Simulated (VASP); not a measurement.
Input for VASP

File KPOINTS:
```
K-points
0
gamma
6 6 6
0 0 0
```

### INCAR
```
! general
SYSTEM  = AuZn
PREC    = Accurate
ENCUT   = 300
LREAL   = .FALSE.
LASPH   = .TRUE.

! electronic loop
EDIFF   = 1E-6
NELM    = 100
ALGO    = Normal
LMAXMIX = 6

! smearing
ISMEAR  = -1
SIGMA   = 0.136

! functional
GGA     = PE

! ions
ISIF    = 2

! output
LWAVE   = .FALSE.
LCHARG  = .FALSE.
```

### POSCAR
```
AuZn
6.30
  0.5000000000   0.0000000000   0.0000000000
  0.0000000000   0.5000000000   0.0000000000
  0.0000000000   0.0000000000   0.5000000000
Zn Au
1 1
Cart
  0.2517570000   0.2518110000   0.2505490000
 -0.0017570000  -0.0018110000  -0.0005490000
```

POTCAR, in this order: Zn Au (PBE.64 set). Program: vasp_std.

**Question.** Translate this PBE calculation to Ansatz.

**Answer.** One equivalent input (not run):
Ansatz 0.2 input:
```yaml
crystal:
  lattice:
    - [3.1500000, 0.0000000, 0.0000000]
    - [0.0000000, 3.1500000, 0.0000000]
    - [0.0000000, 0.0000000, 3.1500000]
  atoms:
    - { symbol: Zn, position: [0.5035140, 0.5036220, 0.5010980] }
    - { symbol: Au, position: [-0.0035140, -0.0036220, -0.0010980] }
kpoints:
  mp_grid: { grid: [6, 6, 6] }
hamiltonian:
  xc: pbe
  pseudopotentials: { kind: paw }
scf:
  occupations: { method: fermi_dirac, width: 0.136 }
  max_iter: 100
output: { forces: true, stress: true, eigenvalues: true }
```
The two are equivalent in intent, not identical: each code has its own PAW files, so the cut-off isn't converted (ENCUT is set for VASP's; basis.ecutwfc is left out, and Ansatz then takes the one that its files recommend); Ansatz stops its SCF on the density residual and VASP on the energy change (EDIFF).

The structure is a typed AuZn crystal. The cell was not relaxed at this level. The k-mesh is coarse (spacing up to 0.33 per Å, 2π included), so the numbers may not be converged in it.
